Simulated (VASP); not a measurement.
Output of a VASP run:

OSZICAR:
```
       N       E                     dE             d eps       ncg     rms          rms(c)
DAV:   1     0.861267513224E+02    0.86127E+02   -0.58250E+03   672   0.104E+03
DAV:   2     0.297252876309E+01   -0.83154E+02   -0.77109E+02  1000   0.152E+02
DAV:   3    -0.319476023051E+01   -0.61673E+01   -0.61454E+01   860   0.495E+01
DAV:   4    -0.330601662351E+01   -0.11126E+00   -0.11123E+00   824   0.837E+00
DAV:   5    -0.330834126935E+01   -0.23246E-02   -0.23245E-02   856   0.124E+00    0.375E+00
DAV:   6    -0.317197207488E+01    0.13637E+00   -0.18177E-01   728   0.235E+00    0.260E+00
DAV:   7    -0.315255519042E+01    0.19417E-01   -0.14543E-01   780   0.216E+00    0.761E-01
DAV:   8    -0.315165831004E+01    0.89688E-03   -0.85184E-03   752   0.581E-01    0.259E-01
DAV:   9    -0.315187986447E+01   -0.22155E-03   -0.11959E-03   840   0.269E-01    0.894E-02
DAV:  10    -0.315187029949E+01    0.95650E-05   -0.23898E-05   848   0.429E-02    0.519E-02
DAV:  11    -0.315187247883E+01   -0.21793E-05   -0.12480E-05   800   0.289E-02    0.190E-02
DAV:  12    -0.315187310462E+01   -0.62579E-06   -0.12985E-06   824   0.817E-03    0.120E-02
DAV:  13    -0.315187313268E+01   -0.28055E-07   -0.50248E-08   548   0.174E-03
   1 F= -.31518731E+01 E0= -.31518731E+01  d E =0.000000E+00
```

### OUTCAR
```
------------------------ aborting loop because EDIFF is reached ----------------------------------------
  FORCE on cell =-STRESS in cart. coord.  units (eV):
  Direction    XX          YY          ZZ          XY          YZ          ZX
  --------------------------------------------------------------------------------------
  Total       -0.0388827     -0.0388827      0.0024707      0.0000000     -0.0000000      0.0000000
  in kB       -0.6046219     -0.6046217      0.0384187      0.0000000     -0.0000000      0.0000000
  external PRESSURE =      -0.3902750 kB  Pullay stress =       0.0000000 kB
  volume of cell :      103.03
      direct lattice vectors                 reciprocal lattice vectors
     2.082003084 -3.606134694  0.000000000     0.240153343 -0.138652614  0.000000000
     2.082003084  3.606134694  0.000000000     0.240153343  0.138652614  0.000000000
     0.000000000  0.000000000  6.861674462     0.000000000  0.000000000  0.145737022
 POSITION                                       TOTAL-FORCE (eV/Angst)
 -----------------------------------------------------------------------------------
      0.00000      0.00000      0.00000        -0.000000     -0.000000      0.000000
      2.08200      1.20205      1.67303         0.000000      0.000000      0.019196
      2.08200     -1.20205      5.18864        -0.000000     -0.000000     -0.019196
 -----------------------------------------------------------------------------------
    total drift:                                0.000000     -0.000000      0.000000
  FREE ENERGIE OF THE ION-ELECTRON SYSTEM (eV)
  ---------------------------------------------------
  free  energy   TOTEN  =        -3.1518731327 eV

  energy  without entropy=       -3.1518731327  energy(sigma->0) =       -3.15187313

 total charge

# of ion       s       p       d       tot
------------------------------------------
    1        0.139   0.111   0.028   0.278
    2        1.510   2.812   0.013   4.335
    3        1.510   2.812   0.013   4.335
--------------------------------------------------
tot          3.158   5.735   0.054   8.947

 Electric field gradients after diagonalization (V/A^2)
 (convention: |V_zz| > |V_xx| > |V_yy|)
----------------------------------------------------------------------
 ion       V_xx      V_yy      V_zz     asymmetry (V_yy - V_xx)/ V_zz
----------------------------------------------------------------------
   1      -0.131    -0.131     0.262       0.000
   2      21.799    21.798   -43.597       0.000
   3      21.799    21.798   -43.597       0.000
```
(Selected blocks of OUTCAR.)

**POSCAR**
```
MgI2
1
    2.0820030844    -3.6061346938     0.0000000000
    2.0820030844     3.6061346938    -0.0000000000
    0.0000000000     0.0000000000     6.8616744623
Mg I
1 2
Direct
  1.0000000000   1.0000000000   0.0000000000
  0.3333330000   0.6666670000   0.2438227470
  0.6666670000   0.3333330000   0.7561772530
```

Q: Write an INCAR and KPOINTS that could have produced this output.

A: This is not unique; one that fits is the input of the run itself, rev-vdW-DF2, plane waves, VASP's PBE PAW potentials (set 64).

File KPOINTS:
```
Automatic mesh
0
gamma
  7 7 4
0 0 0
```

### INCAR
```
! general
SYSTEM  =MgI2
PREC    =Accurate
ENCUT   =520
LREAL   =.FALSE.
LASPH   =.TRUE.

! electronic loop
EDIFF   =1E-7
NELM    =100
ALGO    =Normal
LMAXMIX =4

! smearing
ISMEAR  =-5

! functional
GGA     =MK
LUSE_VDW=.TRUE.
AGGAC   =0.0
PARAM1  =0.1234568
PARAM2  =0.7114
ZAB_VDW =-1.8867

! ions
ISIF    =2

! output
LWAVE   =.FALSE.
LCHARG  =.TRUE.
LORBIT  =11
NEDOS   =601

! other
LEFG    =.TRUE.
```

POTCAR, in this order: Mg I (PBE.64 set). Program: vasp_std.

The compound is MgI2 in the 1T layered structure. It was relaxed first.
